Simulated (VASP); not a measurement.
AlNi (space group Pm-3m): computed properties

All values below come from r2SCAN+rVV10, VASP's PBE PAW potentials (set 64) (plane waves; VASP 6.6.1).

```yaml
space_group: Pm-3m (221)
cell: a = b = c = 2.857 Å, α = β = γ = 90.00°
volume_per_atom: 11.66 Å³/atom
band gap (over mesh and band path): none (metal, semimetal or under 0.01 eV)
density: 6.10 g/cm³
```

```cif
data_AlNi
_chemical_formula_sum 'Al1 Ni1'
_space_group_name_H-M_alt 'P 1'
_space_group_IT_number 1
_cell_length_a 2.85692
_cell_length_b 2.85692
_cell_length_c 2.85692
_cell_angle_alpha 90.000
_cell_angle_beta 90.000
_cell_angle_gamma 90.000
loop_
_space_group_symop_operation_xyz
  'x, y, z'
loop_
_atom_site_label
_atom_site_type_symbol
_atom_site_fract_x
_atom_site_fract_y
_atom_site_fract_z
_atom_site_occupancy
Al1 Al 0.00000 0.00000 0.00000 1
Ni1 Ni 0.50000 0.50000 0.50000 1
```

The structure comes from a measured AlNi entry (Pm-3m) of the Crystallography Open Database, whose conditions weren't checked. It was relaxed first. Symmetry was kept, so distortions that lower it aren't found.
